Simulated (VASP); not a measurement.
These are r2SCAN meta-GGA, VASP's PBE PAW potentials (set 64) (plane waves; VASP) values and carry that method's errors.

VASP input:

KPOINTS:
```
Automatic mesh
0
Gamma
14 14 8
0 0 0
```

**INCAR**
```
# general
SYSTEM =Hf
PREC   =Accurate
ENCUT  =500
LREAL  =.FALSE.   # projection in real space or not
LASPH  =.TRUE.   # aspherical one-centre terms

# electronic loop
EDIFF  =1E-6   # SCF stop (eV)
NELM   =100   # most electronic steps
ALGO   =Normal
LMAXMIX=6   # l cut-off of mixed one-centre charges
LMIXTAU=.TRUE.

# smearing
ISMEAR =1
SIGMA  =0.1

# functional
METAGGA=R2SCAN

# ions
IBRION =2   # conjugate gradients
NSW    =40
ISIF   =3
EDIFFG =-0.02
PSTRESS=300

# output
LWAVE  =.FALSE.
LCHARG =.FALSE.
```

**POSCAR**
```
Hf
1.0
  1.5220976679  -2.6363504444   0.0000000000
  1.5220976679   2.6363504444   0.0000000000
  0.0000000000   0.0000000000   4.8178948312
Hf
2
Cart
  1.5220976679   0.8787852390   1.2044737078
  1.5220976679  -0.8787852390   3.6134211234
```

POTCAR, in this order: Hf_pv (PBE.64 set). Program: vasp_std.

### Question
What will the output report for the number of irreducible k-points (NKPTS), largest plane-wave count, number of space-group operations, FFT grid (NGX, NGY, NGZ)?

### Answer

| Item | Result |
|---|---|
| number of irreducible k-points (NKPTS) | 120 |
| largest plane-wave count | 1014 |
| number of space-group operations | 24 |
| FFT grid (NGX, NGY, NGZ) | 24 × 24 × 36 |

The compound is Hf in the hcp structure. This run relaxes it under an external pressure of 30 GPa. Symmetry was kept, so distortions that lower it aren't found.
